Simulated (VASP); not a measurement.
```
CELL_PARAMETERS angstrom
      1.13012    -1.95743     0.00000
      1.13012     1.95743     0.00000
      0.00000     0.00000     3.55096
ATOMIC_POSITIONS crystal
  Be 0.33333 0.66667 0.25000
  Be 0.75515 0.42182 0.75000
```

All values below come from PBEsol GGA, VASP's PBE PAW potentials (set 64) (plane waves; VASP). Numerical set-up: 480 eV cut-off, 18×18×10 Γ-centred mesh, first-order Methfessel-Paxton smearing of 0.10 eV, potentials Be.

Q: Which forces act on the atoms, in eV/Å?

A: 
| atom | Fx | Fy | Fz |
|---|---|---|---|
| Be1 | 0.699 | -0.157 | 0.000 |
| Be2 | -0.699 | 0.157 | 0.000 |

Q: Give the stress tensor in GPa (positive for a compressed cell).

A: 
```
-1.30  -5.19   0.00
-5.19  -0.45   0.00
 0.00   0.00   4.31
```
The pressure is its mean diagonal, 0.86 GPa.

The compound is Be in the hcp structure. This cell was strained or had an atom moved on purpose.
